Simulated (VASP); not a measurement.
An input for Ansatz (written as the equivalent of a VASP run, and not itself run):

Ansatz 0.2 input:
```yaml
crystal:
  lattice:
    - [2.8157232, 0.0000000, 0.0000000]
    - [-1.4078616, 2.4384876, 0.0000000]
    - [0.0000000, 0.0000000, 4.8260389]
  atoms:
    - { symbol: Al, position: [0.0000000, 0.0000000, 0.0000000] }
    - { symbol: Al, position: [0.0000000, 0.0000000, 0.5000000] }
    - { symbol: N, position: [0.3333330, 0.6666670, 0.2500000] }
    - { symbol: N, position: [0.6666670, 0.3333330, 0.7500000] }
kpoints:
  mp_grid: { grid: [9, 9, 5] }
hamiltonian:
  xc: pbesol
  pseudopotentials: { kind: paw }
scf:
  occupations: { method: gaussian, width: 0.05 }
  max_iter: 100
relax:
  max_steps: 40
  f_tol: 0.02
  cell: { p_target: 10 }
output: { forces: true, stress: true, eigenvalues: true }
```

Translate this input to VASP (INCAR, KPOINTS, POSCAR, choice of POTCAR).

One answer among several that fit: 
KPOINTS:
```
Regular mesh
0
Gamma
9 9 5
```

POSCAR:
```
AlN
1
    2.8157231577     0.0000000000     0.0000000000
   -1.4078615789     2.4384876287     0.0000000000
    0.0000000000     0.0000000000     4.8260389163
Al N
2 2
Direct
  0.0000000000   0.0000000000   0.0000000000
  0.0000000000   0.0000000000   0.5000000000
  0.3333330000   0.6666670000   0.2500000000
  0.6666670000   0.3333330000   0.7500000000
```

### INCAR
```
SYSTEM = AlN
PREC = Accurate
ENCUT = 620
EDIFF = 1E-6
NELM = 100
ALGO = Normal
LREAL = .FALSE.
LASPH = .TRUE.
ISMEAR = 0
SIGMA = 0.05
GGA = PS
LWAVE = .FALSE.
LCHARG = .FALSE.
IBRION = 2
ISIF = 3
NSW = 40
EDIFFG = -0.02
PSTRESS = 100
```

POTCAR, in this order: Al N (PBE.64 set). Program: vasp_std.

The two are equivalent in intent, not identical: each code has its own PAW files, so the cut-off isn't converted (ENCUT is set for VASP's; basis.ecutwfc is left out, and Ansatz then takes the one that its files recommend); Ansatz stops its SCF on the density residual and VASP on the energy change (EDIFF).

The structure was generated: AlN was put into the NiAs type type (P6_3/mmc), which need not be its known phase. This run relaxes it under an external pressure of 10 GPa. Symmetry was kept, so distortions that lower it aren't found.
